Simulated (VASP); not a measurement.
Energy against volume of ZnS (zinc blende). All values below come from PBE GGA with D3 dispersion (Becke-Johnson damping), VASP's PBE PAW potentials (set 64) (plane waves; VASP).

```json
[
 {"V (Å³/atom)": "18.292", "E (eV/atom)": "-3.71366"},
 {"V (Å³/atom)": "18.876", "E (eV/atom)": "-3.72808"},
 {"V (Å³/atom)": "19.460", "E (eV/atom)": "-3.73262"},
 {"V (Å³/atom)": "20.044", "E (eV/atom)": "-3.72878"},
 {"V (Å³/atom)": "20.628", "E (eV/atom)": "-3.71782"}
]
```

Problem. Fit a third-order Birch-Murnaghan equation of state.

Solution. 
```yaml
volume_per_atom: 19.47 Å³/atom
bulk_modulus: 76.4 GPa
pressure_derivative_of_the_bulk_modulus: 4.44
lattice_constant_a: 5.380 Å
```

Measured: bulk modulus 77.1 GPa (computed value off by -0.9 %), as given by Cormac Toher et al., Physical Review Materials (2017), arXiv:1611.05714; a 5.410 Å (computed value off by -0.6 %), as given by Martin Albrecht et al., Physical review. B, Condensed matter (1997), arXiv:cond-mat/9706128. The calculation is for a static lattice, while the measured bulk modulus, a hold thermal and zero-point effects, which are part of the difference.

The compound is ZnS in the zinc blende structure. It was relaxed first.
